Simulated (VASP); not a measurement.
**How biaxial strain in the (001) plane changes Ta**

Wanted: the elastic response of Ta to biaxial strain in the (001) plane, with a fit that predicts a row left out.

Calculated with VASP 6.6.1; PBEsol; plane waves and PAW (Ta_pv), in the first sound run; inputs show where later runs differ.

## Step 1: The structure

The structure is cubic, space group Im-3m (No. 229). The conventional cell has a = 3.310 Å, b = 3.310 Å, c = 3.310 Å, α = 90.00°, β = 90.00°, γ = 90.00°. Nearest to Ta lie 8 Ta at 2.87 Å.

## Step 2: Relax the crystal, PBEsol

The series starts from the cell that this level prefers, so that zero strain is near zero stress.

This step took 2 runs in a row; the last is shown.

Level: PBEsol; plane waves and PAW (Ta_pv).

INCAR reads:

```
SYSTEM = Ta
PREC = Accurate
ENCUT = 450
EDIFF = 1E-07
NELM = 120
ISMEAR = 1
SIGMA = 0.15
LREAL = .FALSE.
ALGO = Normal
GGA = PS
NBANDS = 11
LASPH = .TRUE.
LORBIT = 11
LWAVE = .FALSE.
LCHARG = .FALSE.
KPAR = 8
IBRION = 2
NSW = 40
ISIF = 3
EDIFFG = -0.005
POTIM = 0.4
```

POSCAR reads:

```
Ta
1.0
   -1.6408621308      1.6408621308      1.6408621308
    1.6408621308     -1.6408621308      1.6408621308
    1.6408621308      1.6408621308     -1.6408621308
Ta
1
Direct
    0.0000000000      0.0000000000      0.0000000000
```

KPOINTS reads:

```
Automatic mesh
0
Gamma
25 25 25
0 0 0
```

Potentials, in the order of the species: Ta_pv (PBE family, release 64).

Command:

```bash
mpirun -np 8 vasp_std
```

The program printed:

```text
[banner, memory and clock lines left out]
running    8 mpi-ranks, on    1 nodes
[...]
|                                                                             |
|           W    W    AA    RRRRR   N    N  II  N    N   GGGG   !!!           |
|           W    W   A  A   R    R  NN   N  II  NN   N  G    G  !!!           |
|           W    W  A    A  R    R  N N  N  II  N N  N  G       !!!           |
|           W WW W  AAAAAA  RRRRR   N  N N  II  N  N N  G  GGG   !            |
|           WW  WW  A    A  R   R   N   NN  II  N   NN  G    G                |
|           W    W  A    A  R    R  N    N  II  N    N   GGGG   !!!           |
|                                                                             |
|     For optimal performance we recommend to set                             |
|       NCORE = 2 up to number-of-cores-per-socket                            |
|     NCORE specifies how many cores store one orbital (NPAR=cpu/NCORE).      |
|     This setting can greatly improve the performance of VASP for DFT.       |
[...]
|     You enforced a specific xc type in the INCAR file but a different       |
|     [... a line on the potential file left out ...]
|     I HOPE YOU KNOW WHAT YOU ARE DOING!                                     |
|                                                                             |

 LDA part: xc-table for (Slater+PW92), standard interpolation
 POSCAR, INCAR and KPOINTS ok, starting setup
[...]
entering main loop
       N       E                     dE             d eps       ncg     rms          rms(c)
DAV:   1     0.526473496335E+02    0.52647E+02   -0.57769E+03 10034   0.860E+02
DAV:   2    -0.121525558306E+02   -0.64800E+02   -0.63357E+02 11182   0.236E+02
DAV:   3    -0.130462728706E+02   -0.89372E+00   -0.87701E+00 12220   0.268E+01
DAV:   4    -0.130492629540E+02   -0.29901E-02   -0.29887E-02 11024   0.160E+00
[...]
DAV:   9    -0.125503327502E+02    0.26770E-05   -0.58418E-05 11514   0.813E-02    0.210E-02
DAV:  10    -0.125503302069E+02    0.25433E-05   -0.23401E-06 11945   0.172E-02    0.356E-03
DAV:  11    -0.125503302019E+02    0.50645E-08   -0.14753E-07  9975   0.433E-03
   1 F= -.12550330E+02 E0= -.12550225E+02  d E =-.125503E+02
[...]
reached required accuracy - stopping structural energy minimisation
```

Elapsed: 4.2 s, on 8 MPI ranks of Intel Xeon 6975P-C (Granite Rapids), shared host; peak memory 1.4 GiB; 29 s of CPU time.

Lines that name or quote the potential files are left out of all logs, and their timing lines are given in words.

OUTCAR, selected parts (step 2):

```text
  Total       -0.0006221     -0.0006221     -0.0006221     -0.0000000     -0.0000000      0.0000000
  in kB       -0.0564017     -0.0564017     -0.0564017     -0.0000000     -0.0000000      0.0000000
  external PRESSURE =      -0.0564017 kB  Pullay stress =       0.0000000 kB

 POSITION                                       TOTAL-FORCE (eV/Angst)
 -----------------------------------------------------------------------------------
      0.00000      0.00000      0.00000         0.000000      0.000000      0.000000
 -----------------------------------------------------------------------------------
    total drift:                                0.000000      0.000000      0.000000

  FREE ENERGIE OF THE ION-ELECTRON SYSTEM (eV)
  ---------------------------------------------------
  free  energy   TOTEN  =       -12.5503302019 eV

  energy  without entropy=      -12.5500153902  energy(sigma->0) =      -12.55022526

 reached required accuracy - stopping structural energy minimisation

[... 3 further parts left out ...]
[key lines of the parts left out:]
E-fermi :   5.4602
```

Numbers from this step:

- energy(sigma→0) of the program: -12.5502 eV
- stress, compression positive: xx, yy, zz -0.01, -0.01, -0.01 GPa
- volume: 17.672 Å³
- ionic steps: 1

## Step 3: Strain along the normal, PBEsol

One member in full: the plane is strained by 1 %, and the strain along the normal is moved by secant steps until the normal stress is under 0.012 GPa or five steps are spent; the atoms relax at each step.

This step took 2 runs, each at a new trial strain with the atoms of the one before; the last is shown.

Level: PBEsol; plane waves and PAW (Ta_pv).

INCAR: that of step 2 with these lines changed.

```diff
@@ -15,7 +15,7 @@
 LCHARG = .FALSE.
-KPAR = 8
-IBRION = 2
-NSW = 40
-ISIF = 3
-EDIFFG = -0.005
-POTIM = 0.4
+KPAR = 2
+IBRION = 1
+NSW = 25
+ISIF = 2
+EDIFFG = -0.004
+POTIM = 0.3
```

POSCAR reads:

```
Ta
1.0
   -1.6572707520      1.6572707520      1.6216770570
    1.6572707520     -1.6572707520      1.6216770570
    1.6572707520      1.6572707520     -1.6216770570
Ta
1
Direct
    0.0000000000      0.0000000000      0.0000000000
```

KPOINTS is that of step 2.

Command:

```bash
mpirun -np 2 vasp_std
```

The program printed:

```text
[banner, memory and clock lines left out]
running    2 mpi-ranks, on    1 nodes
[...]
[... a notice as in an earlier step ...]

 LDA part: xc-table for (Slater+PW92), standard interpolation
 POSCAR, INCAR and KPOINTS ok, starting setup
[...]
entering main loop
       N       E                     dE             d eps       ncg     rms          rms(c)
DAV:   1     0.510165165282E+02    0.51017E+02   -0.58166E+03 26154   0.858E+02
DAV:   2    -0.122000293596E+02   -0.63217E+02   -0.61809E+02 28942   0.233E+02
DAV:   3    -0.130506651698E+02   -0.85064E+00   -0.84185E+00 31674   0.263E+01
DAV:   4    -0.130534453545E+02   -0.27802E-02   -0.27797E-02 28801   0.158E+00
[...]
DAV:   9    -0.125477004425E+02    0.24562E-05   -0.58051E-05 30097   0.810E-02    0.209E-02
DAV:  10    -0.125476978643E+02    0.25782E-05   -0.22626E-06 31047   0.169E-02    0.350E-03
DAV:  11    -0.125476978589E+02    0.53469E-08   -0.15660E-07 27733   0.444E-03
   1 F= -.12547698E+02 E0= -.12547619E+02  d E =-.125477E+02
 BRION: g(F)=  0.281E-63 g(S)=  0.000E+00
 reached required accuracy - stopping structural energy minimisation
```

It took 25 s on 2 MPI ranks; peak memory 0.55 GiB; 49 s of CPU time.

OUTCAR, selected parts (step 3):

```text
  Total       -0.2666205     -0.2666205     -0.0012052      0.0000000     -0.0000000      0.0000000
  in kB      -23.9768894    -23.9768894     -0.1083857      0.0000000     -0.0000000      0.0000000
  external PRESSURE =     -16.0207215 kB  Pullay stress =       0.0000000 kB

 POSITION                                       TOTAL-FORCE (eV/Angst)
 -----------------------------------------------------------------------------------
      0.00000      0.00000      0.00000         0.000000      0.000000     -0.000000
 -----------------------------------------------------------------------------------
    total drift:                                0.000000      0.000000      0.000000

  FREE ENERGIE OF THE ION-ELECTRON SYSTEM (eV)
  ---------------------------------------------------
  free  energy   TOTEN  =       -12.5476978589 eV

  energy  without entropy=      -12.5474603669  energy(sigma->0) =      -12.54761869

[... 1 part as in an earlier step ...]

[... 3 further parts left out ...]
[key lines of the parts left out:]
E-fermi :   5.3963
```

Read from the output:

```
energy(sigma→0) of the program : -12.5476 eV
stress, compression positive   : xx, yy, zz -2.40, -2.40, -0.01 GPa
ionic steps                    : 1
```

## Step 4: The whole series

The other members went through these steps as far as the tables show, with the same cutoff and, step by step, the same mesh; 19 runs are not shown. The session took 0.30 core hours (wall time by ranks) on a shared machine.

| in-plane strain (%) | strain along the normal (%) | in-plane stress, tension positive (GPa) | energy above the unstrained row, extrapolated to no smearing (meV/atom) |
| --- | --- | --- | --- |
| -2.000 | 2.476 | -5.523 | 12.056 |
| -1.500 | 1.817 | -4.110 | 6.678 |
| -1.000 | 1.189 | ? | ? |
| -0.500 | 0.587 | -1.311 | 0.705 |
| 0 | 0.000 | 0.006 | 0.000 |
| 0.500 | -0.584 | 1.242 | 0.656 |
| 1.000 | -1.169 | 2.398 | 2.607 |
| 1.500 | -1.766 | 3.456 | 5.722 |
| 2.000 | -2.357 | 4.480 | 9.964 |

## Step 5: Stress from the known rows

A least-squares parabola through the 8 rows shown, with e the strain in %: stress = − 0.1331 e² + 2.512 e − 0.001352 (GPa), r.m.s. residual 0.024 GPa.

For the withheld row, e = -1, the fit gives -2.646 GPa.

## Step 6: Prediction against calculation

The calculation gives -2.697 GPa, so the prediction is 0.051 GPa too high, more than twice the residual of the fit.

Slopes at zero strain, from cubics through all rows: strain ratio -1.171, stress over strain 256 GPa.

## Step 7: Outcome

* error of the predicted stress: 0.051 GPa
* ratio of normal to in-plane strain: -1.171
* biaxial modulus: 256 GPa

As a check, the curvature of the energy gives 250 GPa for the same modulus (energy per volume = M × strain²), 2 % from the slope of the stress; these energies are extrapolated to no smearing, while the stress belongs to the free energy, so part of the difference may come from that. These are static values: temperature and zero-point motion are left out. In a metal the slopes also depend on mesh and smearing, which were held through the series.

[Lines on the potential files, build, host, timing and source positions are cut from VASP's logs without a mark.]

[Logs are printed without paths, hosts, clocks, repeated set-up lines and the standing remarks that a program may print on its own settings, such as how far it seeks lower states.]

[Hosts, paths, dates, database ids (printed as entryN), source tags and the programs' standing remarks are cut or masked in the printed files.]

[In band tables of VASP the shares of atoms and orbitals are scaled to a sum of 1 inside the atoms' spheres.]
